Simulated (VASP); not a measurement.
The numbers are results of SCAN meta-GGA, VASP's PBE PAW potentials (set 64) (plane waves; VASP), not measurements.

VASP ran on this input.

**POSCAR**
```
Cd
1
    1.4843578300    -2.5709834716     0.0000000000
    1.4843578300     2.5709834716    -0.0000000000
   -0.0000000000    -0.0000000000     5.5850140303
Cd
2
Direct
  0.3333330000   0.6666670000   0.2500000000
  0.6666670000   0.3333330000   0.7500000000
```

KPOINTS_OPT:
```
k-points along high-symmetry lines
6
Line-mode
Reciprocal
  0.000000   0.000000   0.000000 ! GAMMA
 -0.000000   0.500000   0.000000 ! M

 -0.000000   0.500000   0.000000 ! M
 -0.333333   0.666667   0.000000 ! K

 -0.333333   0.666667   0.000000 ! K
  0.000000   0.000000   0.000000 ! GAMMA

  0.000000   0.000000   0.000000 ! GAMMA
  0.000000   0.000000   0.500000 ! A

  0.000000   0.000000   0.500000 ! A
 -0.000000   0.500000   0.500000 ! L

 -0.000000   0.500000   0.500000 ! L
 -0.333333   0.666667   0.500000 ! H

 -0.333333   0.666667   0.500000 ! H
  0.000000   0.000000   0.500000 ! A

 -0.000000   0.500000   0.500000 ! L
 -0.000000   0.500000   0.000000 ! M

 -0.333333   0.666667   0.500000 ! H
 -0.333333   0.666667   0.000000 ! K
```

### KPOINTS
```
Automatic mesh
0
Gamma
16 16 8
0 0 0
```

**INCAR**
```
# general
SYSTEM  = Cd
PREC    = Accurate
ENCUT   = 520
LREAL   = F
LASPH   = T

# electronic loop
EDIFF   = 1E-7
NELM    = 100
ALGO    = Normal
LMAXMIX = 4
LMIXTAU = T

# smearing
ISMEAR  = -5

# functional
METAGGA = SCAN

# ions
ISIF    = 2

# output
LWAVE   = F
LCHARG  = F
LORBIT  = 11
NEDOS   = 601
```

POTCAR, in this order: Cd (PBE.64 set). Program: vasp_std.

Output of the run:

### OSZICAR
```
       N       E                     dE             d eps       ncg     rms          rms(c)
DAV:   1     0.109059443286E+03    0.10906E+03   -0.13820E+04  4800   0.156E+03
DAV:   2    -0.645616770952E+02   -0.17362E+03   -0.17002E+03  4904   0.385E+02
DAV:   3    -0.682478569027E+02   -0.36862E+01   -0.36817E+01  5968   0.675E+01
DAV:   4    -0.682524278934E+02   -0.45710E-02   -0.45727E-02  5608   0.215E+00
DAV:   5    -0.682524405912E+02   -0.12698E-04   -0.12693E-04  6024   0.103E-01    0.533E+00
DAV:   6    -0.626622943363E+02    0.55901E+01   -0.73841E+00  4832   0.419E+01    0.683E+00
DAV:   7    -0.612160245185E+02    0.14463E+01   -0.21555E-01  4992   0.767E+00    0.428E+00
DAV:   8    -0.608214131403E+02    0.39461E+00   -0.21316E-01  4904   0.541E+00    0.110E+00
DAV:   9    -0.605390343354E+02    0.28238E+00   -0.37129E-01  5024   0.657E+00    0.109E+00
DAV:  10    -0.607672172122E+02   -0.22818E+00   -0.13260E-01  4912   0.317E+00    0.399E-01
DAV:  11    -0.607813354157E+02   -0.14118E-01   -0.55880E-03  5720   0.675E-01    0.189E-01
DAV:  12    -0.607826581834E+02   -0.13228E-02   -0.96845E-03  5368   0.723E-01    0.412E-01
DAV:  13    -0.608023204676E+02   -0.19662E-01   -0.22365E-02  5288   0.124E+00    0.220E-01
DAV:  14    -0.608033049642E+02   -0.98450E-03   -0.23376E-03  5136   0.456E-01    0.883E-02
DAV:  15    -0.608035405973E+02   -0.23563E-03   -0.30078E-04  5016   0.186E-01    0.124E-01
DAV:  16    -0.608039373612E+02   -0.39676E-03   -0.11360E-03  4872   0.395E-01    0.419E-02
DAV:  17    -0.608037329704E+02    0.20439E-03   -0.32112E-04  4864   0.226E-01    0.201E-02
DAV:  18    -0.608037685686E+02   -0.35598E-04   -0.34789E-05  5080   0.716E-02    0.216E-02
DAV:  19    -0.608037215000E+02    0.47069E-04   -0.17172E-05  5176   0.532E-02    0.549E-03
DAV:  20    -0.608037277513E+02   -0.62513E-05   -0.50266E-06  5016   0.264E-02    0.544E-03
DAV:  21    -0.608037320083E+02   -0.42570E-05   -0.24442E-06  5224   0.141E-02    0.361E-03
DAV:  22    -0.608037284728E+02    0.35355E-05   -0.25170E-06  4896   0.202E-02    0.812E-04
DAV:  23    -0.608037275622E+02    0.91060E-06   -0.32739E-07  4136   0.764E-03    0.545E-04
DAV:  24    -0.608037281967E+02   -0.63452E-06   -0.14637E-07  3848   0.491E-03    0.178E-04
DAV:  25    -0.608037271502E+02    0.10465E-05   -0.32377E-08  2568   0.217E-03    0.261E-04
DAV:  26    -0.608037271554E+02   -0.51782E-08   -0.11813E-08  2504   0.117E-03
   1 F= -.60803727E+02 E0= -.60803727E+02  d E =0.000000E+00
       N       E                     dE             ncg
```

File OUTCAR:
```
------------------------ aborting loop because EDIFF is reached ----------------------------------------
  FORCE on cell =-STRESS in cart. coord.  units (eV):
  Direction    XX          YY          ZZ          XY          YZ          ZX
  --------------------------------------------------------------------------------------
  Total        0.0059344      0.0059344      0.1095230      0.0000000      0.0000000      0.0000000
  in kB        0.2230480      0.2230481      4.1164568      0.0000000      0.0000000      0.0000000
  external PRESSURE =       1.5208510 kB  Pullay stress =       0.0000000 kB
  volume of cell :       42.63
      direct lattice vectors                 reciprocal lattice vectors
     1.484357830 -2.570983472  0.000000000     0.336846002 -0.194478108  0.000000000
     1.484357830  2.570983472  0.000000000     0.336846002  0.194478108  0.000000000
     0.000000000  0.000000000  5.585014030     0.000000000  0.000000000  0.179050580
 POSITION                                       TOTAL-FORCE (eV/Angst)
 -----------------------------------------------------------------------------------
      1.48436      0.85700      1.39625        -0.000000      0.000000      0.000000
      1.48436     -0.85700      4.18876         0.000000      0.000000      0.000000
 -----------------------------------------------------------------------------------
    total drift:                                0.000000      0.000183      0.000002
  FREE ENERGIE OF THE ION-ELECTRON SYSTEM (eV)
  ---------------------------------------------------
  free  energy   TOTEN  =       -60.8037271554 eV

  energy  without entropy=      -60.8037271554  energy(sigma->0) =      -60.80372716

 total charge

# of ion       s       p       d       tot
------------------------------------------
    1        0.526   0.327   9.490  10.343
    2        0.526   0.327   9.490  10.343
--------------------------------------------------
tot          1.052   0.653  18.980  20.686
```
(Selected blocks of OUTCAR.)

For a metal the tetrahedron method with Blöchl corrections gives inexact stress and forces.

The compound is Cd in the hcp structure. It was relaxed first.
